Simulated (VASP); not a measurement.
# GW on AlN, part 3 of 4

How does the gap of AlN change from the starting functional to GW? The cell is of the zinc-blende type, one of the forms listed for this formula. The start is a computed cell from the Materials Project.

VASP 6.6.1, plane waves and PAW; the level of theory is named at each step.

So far, quasiparticle gap on the mesh (eV): step 4 (G0W0, ENCUTGW 80, bands in the sums 40) 4.29; step 6 (G0W0, ENCUTGW 100, bands in the sums 48) 4.38.

**8. G0W0, ENCUTGW 120, bands in the sums 64**

This step: G0W0 on PBE; plane waves and PAW (Al_GW, N_GW) (VASP 6.6.1).

ENCUTGW rises to 120 eV and the bands with it, to about the number of plane waves under that cutoff.

Contents of INCAR:

```
SYSTEM = AlN
PREC = Accurate
ENCUT = 450
ISMEAR = 0
SIGMA = 0.01
LREAL = .FALSE.
GGA = PE
NBANDS = 64
ALGO = EVGW0
NELMGW = 1
ENCUTGW = 120
NOMEGA = 64
PRECFOCK = Fast
NBANDSGW = 16
LWAVE = .FALSE.
LCHARG = .FALSE.
```

Contents of POSCAR:

```
AlN
1.0
    0.0000000000      2.1839935596      2.1839935596
    2.1839935596      0.0000000000      2.1839935596
    2.1839935596      2.1839935596      0.0000000000
Al N
1 1
Direct
    0.0000000000      0.0000000000      0.0000000000
    0.2500000000      0.2500000000      0.2500000000
```

Contents of KPOINTS:

```
Automatic mesh
0
Gamma
4 4 4
0 0 0
```

Potentials, in the order of the species: Al_GW and N_GW (PBE family, release 64).

On the command line:

```
$ mpirun -np 8 vasp_std
```

What it wrote:

```text
[banner, memory and clock lines left out]
running    8 mpi-ranks, on    1 nodes
[...]
[... a notice as in an earlier step ...]

|                                                                             |
|           W    W    AA    RRRRR   N    N  II  N    N   GGGG   !!!           |
|           W    W   A  A   R    R  NN   N  II  NN   N  G    G  !!!           |
|           W    W  A    A  R    R  N N  N  II  N N  N  G       !!!           |
|           W WW W  AAAAAA  RRRRR   N  N N  II  N  N N  G  GGG   !            |
|           WW  WW  A    A  R   R   N   NN  II  N   NN  G    G                |
|           W    W  A    A  R    R  N    N  II  N    N   GGGG   !!!           |
|                                                                             |
|     The default for ENCUTGWSOFT is different in this version of VASP.       |
|     please manually set ENCUTGWSOFT =120 in the INCAR file.                 |
|                                                                             |

[...]
total number of BLAS operations          7.98 Gflops
NQ=   4    0.2500    0.2500    0.0000,
|.........|.........|.........|.........|.........|.........|.........|.........
 performed        343000 updates of chi_q(r,r)
 total number of BLAS operations         10.98 Gflops
NQ=   5    0.5000    0.2500    0.0000,
|.........|.........|.........|.........|.........|.........|.........|.........
 performed        492000 updates of chi_q(r,r)
 total number of BLAS operations         15.73 Gflops
NQ=   6   -0.2500    0.2500    0.0000,
|.........|.........|.........|.........|.........|.........|.........|.........
 performed        625000 updates of chi_q(r,r)
 total number of BLAS operations         19.44 Gflops
NQ=   7    0.5000    0.5000    0.0000,
|.........|.........|.........|.........|.........|.........|.........|.........
 performed        700000 updates of chi_q(r,r)
 total number of BLAS operations         21.92 Gflops
NQ=   8   -0.2500    0.5000    0.2500,
|.........|.........|.........|.........|.........|.........|.........|.........
 performed        800000 updates of chi_q(r,r)
 total number of BLAS operations         24.44 Gflops
 resolving degeneracies of screened two electron integrals

 calculate QP shifts <psi_nk| G(iteration)W_0 |psi_nk>: iteration 1
 entering main loop
[key lines of the parts left out:]
E-fermi :   6.6261
```

Elapsed: 7 s, on 8 MPI ranks of AMD EPYC 7R43, shared host; peak memory 0.77 GiB.

From OUTCAR (step 8):

```text
 QP shifts <psi_nk| G(iteration)W_0 |psi_nk>: iteration 1
 for sc-GW calculations column KS-energies equals QP-energies in previous step
 and V_xc(KS)=  KS-energies - (<T + V_ion + V_H > + <T+V_H+V_ion>^1  + <V_x>^1)
 k-point   1 :       0.0000    0.0000    0.0000
  band No.  KS-energies  QP-energies   sigma(KS)   V_xc(KS)     V^pw_x(r,r')   Z            occupation Imag(sigma)
      1     -10.0154     -11.3425     -16.6775     -14.7867     -24.7606       0.7019       2.0000       1.2346
      2       4.9809       4.2540     -17.6933     -16.7580     -20.9026       0.7771       2.0000       0.0784
      3       4.9809       4.2540     -17.6933     -16.7580     -20.9026       0.7771       2.0000       0.0784
      4       4.9809       4.2540     -17.6933     -16.7580     -20.9026       0.7771       2.0000       0.0784
      5       9.1564       9.9419     -11.5241     -12.5015      -7.6621       0.8037       0.0000      -0.0733
      6      17.5052      18.4852      -9.0409     -10.2705      -4.0130       0.7970       0.0000      -0.1243
      7      17.5052      18.4852      -9.0409     -10.2705      -4.0130       0.7970       0.0000      -0.1243
      8      17.5052      18.4852      -9.0409     -10.2705      -4.0130       0.7970       0.0000      -0.1243
    ...

[... 1 part as in an earlier step ...]

[... 2 further parts left out ...]
[key lines of the parts left out:]
E-fermi :   6.6261
```

The gap is now 4.471 eV, +86 meV against the GW run before.

**9. Empty bands**

This step: PBE; plane waves and PAW (Al_GW, N_GW) (VASP 6.6.1).

The empty bands are made again, for the run that follows.

Contents of INCAR:

```
SYSTEM = AlN
PREC = Accurate
ENCUT = 450
ISMEAR = 0
SIGMA = 0.01
LREAL = .FALSE.
GGA = PE
NBANDS = 88
ALGO = Exact
NELM = 1
LWAVE = .TRUE.
LCHARG = .FALSE.
LOPTICS = .TRUE.
NEDOS = 1000
CSHIFT = 0.1
```

POSCAR is that of step 8.

KPOINTS is that of step 8.

On the command line:

```
$ mpirun -np 8 vasp_std
```

What it wrote:

```text
[banner, memory and clock lines left out]
running    8 mpi-ranks, on    1 nodes
[...]
[... a notice as in an earlier step ...]

 LDA part: xc-table for (Slater+PW92), standard interpolation
 found WAVECAR, reading the header
  number of bands has changed, file:    10 present:    88
  trying to continue reading WAVECAR, but it might fail
 POSCAR, INCAR and KPOINTS ok, starting setup
[...]
reading WAVECAR
 random initialization beyond band           10
 the WAVECAR file was read successfully
 initial charge from wavefunction
 entering main loop
       N       E                     dE             d eps       ncg     rms          rms(c)
[... 1 cycle as in an earlier step ...]
   1 F= -.14825187E+02 E0= -.14825187E+02  d E =-.108146-120
 writing wavefunctions
 optical routines
 imaginary and real dielectric function
 recalculating local potential from charge density
 direction            1
 direction            2
 direction            3
```

Run time: 2.2 s. Hardware: 8 MPI ranks; peak memory 0.63 GiB.

From OUTCAR (step 9):

```text
[... 5 parts as in an earlier step ...]

[... 2 further parts left out ...]
[key lines of the parts left out:]
E-fermi :   5.1453
```

WAVECAR now holds 88 bands for 8 electrons.

**10. G0W0, ENCUTGW 145, bands in the sums 88**

This step: G0W0 on PBE; plane waves and PAW (Al_GW, N_GW) (VASP 6.6.1).

ENCUTGW rises to 145 eV and the bands with it, to about the number of plane waves under that cutoff.

Contents of INCAR:

```
SYSTEM = AlN
PREC = Accurate
ENCUT = 450
ISMEAR = 0
SIGMA = 0.01
LREAL = .FALSE.
GGA = PE
NBANDS = 88
ALGO = EVGW0
NELMGW = 1
ENCUTGW = 145
NOMEGA = 64
PRECFOCK = Fast
NBANDSGW = 16
LWAVE = .FALSE.
LCHARG = .FALSE.
```

POSCAR is that of step 9.

KPOINTS is that of step 9.

On the command line:

```
$ mpirun -np 8 vasp_std
```

What it wrote:

```text
[banner, memory and clock lines left out]
running    8 mpi-ranks, on    1 nodes
[...]
[... a notice as in an earlier step ...]

|                                                                             |
|           W    W    AA    RRRRR   N    N  II  N    N   GGGG   !!!           |
|           W    W   A  A   R    R  NN   N  II  NN   N  G    G  !!!           |
|           W    W  A    A  R    R  N N  N  II  N N  N  G       !!!           |
|           W WW W  AAAAAA  RRRRR   N  N N  II  N  N N  G  GGG   !            |
|           WW  WW  A    A  R   R   N   NN  II  N   NN  G    G                |
|           W    W  A    A  R    R  N    N  II  N    N   GGGG   !!!           |
|                                                                             |
|     The default for ENCUTGWSOFT is different in this version of VASP.       |
|     please manually set ENCUTGWSOFT =145 in the INCAR file.                 |
|                                                                             |

[...]
total number of BLAS operations         14.69 Gflops
NQ=   4    0.2500    0.2500    0.0000,
|.........|.........|.........|.........|.........|.........|.........|.........
 performed        474000 updates of chi_q(r,r)
 total number of BLAS operations         22.84 Gflops
NQ=   5    0.5000    0.2500    0.0000,
|.........|.........|.........|.........|.........|.........|.........|.........
 performed        680000 updates of chi_q(r,r)
 total number of BLAS operations         34.22 Gflops
NQ=   6   -0.2500    0.2500    0.0000,
|.........|.........|.........|.........|.........|.........|.........|.........
 performed        863000 updates of chi_q(r,r)
 total number of BLAS operations         43.39 Gflops
NQ=   7    0.5000    0.5000    0.0000,
|.........|.........|.........|.........|.........|.........|.........|.........
 performed        967000 updates of chi_q(r,r)
 total number of BLAS operations         50.50 Gflops
NQ=   8   -0.2500    0.5000    0.2500,
|.........|.........|.........|.........|.........|.........|.........|.........
 performed       1105000 updates of chi_q(r,r)
 total number of BLAS operations         58.33 Gflops
 resolving degeneracies of screened two electron integrals

 calculate QP shifts <psi_nk| G(iteration)W_0 |psi_nk>: iteration 1
 entering main loop
[key lines of the parts left out:]
E-fermi :   6.6261
```

The job ended after 9 s (8 MPI ranks; peak memory 0.82 GiB; 67 s of CPU time).

OUTCAR, selected parts (step 10):

```text
 QP shifts <psi_nk| G(iteration)W_0 |psi_nk>: iteration 1
 for sc-GW calculations column KS-energies equals QP-energies in previous step
 and V_xc(KS)=  KS-energies - (<T + V_ion + V_H > + <T+V_H+V_ion>^1  + <V_x>^1)
 k-point   1 :       0.0000    0.0000    0.0000
  band No.  KS-energies  QP-energies   sigma(KS)   V_xc(KS)     V^pw_x(r,r')   Z            occupation Imag(sigma)
      1     -10.0154     -11.4318     -16.8058     -14.7867     -24.7606       0.7015       2.0000       1.2384
      2       4.9809       4.1341     -17.8489     -16.7580     -20.9026       0.7763       2.0000       0.0800
      3       4.9809       4.1341     -17.8489     -16.7580     -20.9026       0.7763       2.0000       0.0800
      4       4.9809       4.1341     -17.8489     -16.7580     -20.9026       0.7763       2.0000       0.0800
      5       9.1564       9.8815     -11.5982     -12.5015      -7.6621       0.8027       0.0000      -0.0718
      6      17.5052      18.4318      -9.1077     -10.2705      -4.0130       0.7969       0.0000      -0.1240
      7      17.5052      18.4318      -9.1077     -10.2705      -4.0130       0.7969       0.0000      -0.1240
      8      17.5052      18.4318      -9.1077     -10.2705      -4.0130       0.7969       0.0000      -0.1240
    ...

[... 1 part as in an earlier step ...]

[... 2 further parts left out ...]
[key lines of the parts left out:]
E-fermi :   6.6261
```

The gap is now 4.557 eV, +86 meV against the GW run before.

**11. Empty bands**

This step: PBE; plane waves and PAW (Al_GW, N_GW) (VASP 6.6.1).

The empty bands are made again, for the run that follows.

Contents of INCAR:

```
SYSTEM = AlN
PREC = Accurate
ENCUT = 450
ISMEAR = 0
SIGMA = 0.01
LREAL = .FALSE.
GGA = PE
NBANDS = 112
ALGO = Exact
NELM = 1
LWAVE = .TRUE.
LCHARG = .FALSE.
LOPTICS = .TRUE.
NEDOS = 1000
CSHIFT = 0.1
```

POSCAR is that of step 10.

KPOINTS is that of step 10.

On the command line:

```
$ mpirun -np 8 vasp_std
```

What it wrote:

```text
[banner, memory and clock lines left out]
running    8 mpi-ranks, on    1 nodes
[...]
[... a notice as in an earlier step ...]

 LDA part: xc-table for (Slater+PW92), standard interpolation
 found WAVECAR, reading the header
  number of bands has changed, file:    10 present:   112
  trying to continue reading WAVECAR, but it might fail
 POSCAR, INCAR and KPOINTS ok, starting setup
[...]
reading WAVECAR
 random initialization beyond band           10
 the WAVECAR file was read successfully
 initial charge from wavefunction
 entering main loop
       N       E                     dE             d eps       ncg     rms          rms(c)
[... 1 cycle as in an earlier step ...]
   1 F= -.14825187E+02 E0= -.14825187E+02  d E =-.161338E-83
 writing wavefunctions
 optical routines
 imaginary and real dielectric function
 recalculating local potential from charge density
 direction            1
 direction            2
 direction            3
```

Wall time 2 s (8 MPI ranks); peak memory 0.59 GiB; 10 s of CPU time.

Parts of OUTCAR (step 11):

```text
[... 5 parts as in an earlier step ...]

[... 2 further parts left out ...]
[key lines of the parts left out:]
E-fermi :   5.1168
```

WAVECAR now holds 112 bands for 8 electrons.

**12. G0W0, ENCUTGW 170, bands in the sums 112**

This step: G0W0 on PBE; plane waves and PAW (Al_GW, N_GW) (VASP 6.6.1).

ENCUTGW rises to 170 eV and the bands with it, to about the number of plane waves under that cutoff.

Contents of INCAR:

```
SYSTEM = AlN
PREC = Accurate
ENCUT = 450
ISMEAR = 0
SIGMA = 0.01
LREAL = .FALSE.
GGA = PE
NBANDS = 112
ALGO = EVGW0
NELMGW = 1
ENCUTGW = 170
NOMEGA = 64
PRECFOCK = Fast
NBANDSGW = 16
LWAVE = .FALSE.
LCHARG = .FALSE.
```

POSCAR is that of step 11.

KPOINTS is that of step 11.

On the command line:

```
$ mpirun -np 8 vasp_std
```

What it wrote:

```text
[banner, memory and clock lines left out]
running    8 mpi-ranks, on    1 nodes
[...]
[... a notice as in an earlier step ...]

|                                                                             |
|           W    W    AA    RRRRR   N    N  II  N    N   GGGG   !!!           |
|           W    W   A  A   R    R  NN   N  II  NN   N  G    G  !!!           |
|           W    W  A    A  R    R  N N  N  II  N N  N  G       !!!           |
|           W WW W  AAAAAA  RRRRR   N  N N  II  N  N N  G  GGG   !            |
|           WW  WW  A    A  R   R   N   NN  II  N   NN  G    G                |
|           W    W  A    A  R    R  N    N  II  N    N   GGGG   !!!           |
|                                                                             |
|     The default for ENCUTGWSOFT is different in this version of VASP.       |
|     please manually set ENCUTGWSOFT =170 in the INCAR file.                 |
|                                                                             |

[...]
total number of BLAS operations         39.05 Gflops
NQ=   4    0.2500    0.2500    0.0000,
|.........|.........|.........|.........|.........|.........|.........|.........
 performed        606000 updates of chi_q(r,r)
 total number of BLAS operations         54.09 Gflops
NQ=   5    0.5000    0.2500    0.0000,
|.........|.........|.........|.........|.........|.........|.........|.........
 performed        869000 updates of chi_q(r,r)
 total number of BLAS operations         76.86 Gflops
NQ=   6   -0.2500    0.2500    0.0000,
|.........|.........|.........|.........|.........|.........|.........|.........
 performed       1103000 updates of chi_q(r,r)
 total number of BLAS operations         98.34 Gflops
NQ=   7    0.5000    0.5000    0.0000,
|.........|.........|.........|.........|.........|.........|.........|.........
 performed       1237000 updates of chi_q(r,r)
 total number of BLAS operations        110.86 Gflops
NQ=   8   -0.2500    0.5000    0.2500,
|.........|.........|.........|.........|.........|.........|.........|.........
 performed       1414000 updates of chi_q(r,r)
 total number of BLAS operations        127.39 Gflops
 resolving degeneracies of screened two electron integrals

 calculate QP shifts <psi_nk| G(iteration)W_0 |psi_nk>: iteration 1
 entering main loop
[key lines of the parts left out:]
E-fermi :   6.6261
```

Elapsed: 11 s, on 8 MPI ranks; peak memory 0.9 GiB; 85 s of CPU time.

OUTCAR, selected parts (step 12):

```text
 QP shifts <psi_nk| G(iteration)W_0 |psi_nk>: iteration 1
 for sc-GW calculations column KS-energies equals QP-energies in previous step
 and V_xc(KS)=  KS-energies - (<T + V_ion + V_H > + <T+V_H+V_ion>^1  + <V_x>^1)
 k-point   1 :       0.0000    0.0000    0.0000
  band No.  KS-energies  QP-energies   sigma(KS)   V_xc(KS)     V^pw_x(r,r')   Z            occupation Imag(sigma)
      1     -10.0154     -11.4656     -16.8899     -14.7867     -24.7606       0.6896       2.0000       1.1892
      2       4.9809       4.0471     -17.9653     -16.7580     -20.9026       0.7734       2.0000       0.0659
      3       4.9809       4.0471     -17.9653     -16.7580     -20.9026       0.7734       2.0000       0.0659
      4       4.9809       4.0471     -17.9653     -16.7580     -20.9026       0.7734       2.0000       0.0659
      5       9.1564       9.8312     -11.6628     -12.5015      -7.6621       0.8046       0.0000      -0.0527
      6      17.5052      18.3997      -9.1517     -10.2705      -4.0130       0.7995       0.0000      -0.1006
      7      17.5052      18.3997      -9.1517     -10.2705      -4.0130       0.7995       0.0000      -0.1006
      8      17.5052      18.3997      -9.1517     -10.2705      -4.0130       0.7995       0.0000      -0.1006
    ...

[... 1 part as in an earlier step ...]

[... 2 further parts left out ...]
[key lines of the parts left out:]
E-fermi :   6.6261
```

The gap is now 4.618 eV, +61 meV against the GW run before.

**13. Empty bands**

This step: PBE; plane waves and PAW (Al_GW, N_GW) (VASP 6.6.1).

The empty bands are made again, for the run that follows.

Contents of INCAR:

```
SYSTEM = AlN
PREC = Accurate
ENCUT = 450
ISMEAR = 0
SIGMA = 0.01
LREAL = .FALSE.
GGA = PE
NBANDS = 136
ALGO = Exact
NELM = 1
LWAVE = .TRUE.
LCHARG = .FALSE.
LOPTICS = .TRUE.
NEDOS = 1000
CSHIFT = 0.1
```

POSCAR is that of step 12.

KPOINTS is that of step 12.

On the command line:

```
$ mpirun -np 8 vasp_std
```

What it wrote:

```text
[banner, memory and clock lines left out]
running    8 mpi-ranks, on    1 nodes
[...]
[... a notice as in an earlier step ...]

 LDA part: xc-table for (Slater+PW92), standard interpolation
 found WAVECAR, reading the header
  number of bands has changed, file:    10 present:   136
  trying to continue reading WAVECAR, but it might fail
 POSCAR, INCAR and KPOINTS ok, starting setup
[...]
reading WAVECAR
 random initialization beyond band           10
 the WAVECAR file was read successfully
 initial charge from wavefunction
 entering main loop
       N       E                     dE             d eps       ncg     rms          rms(c)
[... 1 cycle as in an earlier step ...]
   1 F= -.14825187E+02 E0= -.14825187E+02  d E =0.000000E+00
 writing wavefunctions
 optical routines
 imaginary and real dielectric function
 recalculating local potential from charge density
 direction            1
 direction            2
 direction            3
```

It took 2.2 s on 8 MPI ranks; peak memory 0.64 GiB.

OUTCAR, selected parts (step 13):

```text
  Total        0.3178358      0.3178358      0.3178358     -0.0000000     -0.0000000     -0.0000000
  in kB       24.4415858     24.4415858     24.4415858     -0.0000000     -0.0000000     -0.0000000
  external PRESSURE =      24.4415858 kB  Pullay stress =       0.0000000 kB

[... 4 parts as in an earlier step ...]

[... 2 further parts left out ...]
[key lines of the parts left out:]
E-fermi :   5.1822
```

WAVECAR now holds 136 bands for 8 electrons.

[end of part 3 of 4]

[Lines on the potential files, build, host, timing and source positions are cut from VASP's logs without a mark.]

[Logs are printed without paths, hosts, clocks, repeated set-up lines and the standing remarks that a program may print on its own settings, such as how far it seeks lower states.]

[Hosts, paths, dates, database ids (printed as entryN), source tags and the programs' standing remarks are cut or masked in the printed files.]

[Pressures printed for these runs are not shown converged in the cutoff: they can be off by several GPa and have the wrong sign.]
